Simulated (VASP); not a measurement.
# GeTe4Pb3 (space group P4/mmm): computed properties

Calculation: r2SCAN meta-GGA, VASP's PBE PAW potentials (set 64) (plane waves; VASP).

```
Property                                                                                                            Value
---------------------------------------------  --------------------------------------------------------------------------
space group                                                                                                  P4/mmm (123)
cell                                           a = 4.532 Å, b = 4.532 Å, c = 12.837 Å, α = 90.00°, β = 90.00°, γ = 90.00°
volume per atom                                                                                             32.96 Å³/atom
band gap (over mesh and band path)                                                                                0.79 eV
smallest direct gap (over mesh and band path)                                                                     0.79 eV
band-edge character                                                                                        direct, X to X
density                                                                                                        7.59 g/cm³
```

Pb₃GeTe₄ is taken in the tetragonal space group P4/mmm (No. 123), Pearson symbol tP8. Conventional cell: a = b = 4.5323 Å, c = 12.8372 Å, α = β = γ = 90.00°. Ge on 1a is surrounded by 2 Te at 3.051 Å and 4 Te at 3.205 Å (octahedral). Te1 on 2g is coordinated by 1 Ge at 3.051 Å and 4 Pb at 3.207 Å and 1 Pb at 3.368 Å (octahedral). Te2 on 1c sees 2 Pb at 3.165 Å and 4 Ge at 3.205 Å (octahedral). Te3 on 1d sees 6 Pb at 3.205–3.254 Å (octahedral). Pb1 on 2h has 6 Te at 3.165–3.254 Å (octahedral). Pb2 on 1b is surrounded by 4 Te at 3.205 Å and 2 Te at 3.368 Å (octahedral). (Neighbours: up to the widest gap in distance over summed covalent radii, below 1.35, at either atom; cation-cation and far metal-metal contacts left out.)

Unless said otherwise, spin-orbit coupling is left out, though it shifts the bands of the heavy elements here.

The structure comes from a computed database's GeTe4Pb3 entry (P4/mmm); how it stands against other phases isn't given here. It was relaxed first. Symmetry was kept, so distortions that lower it aren't found.
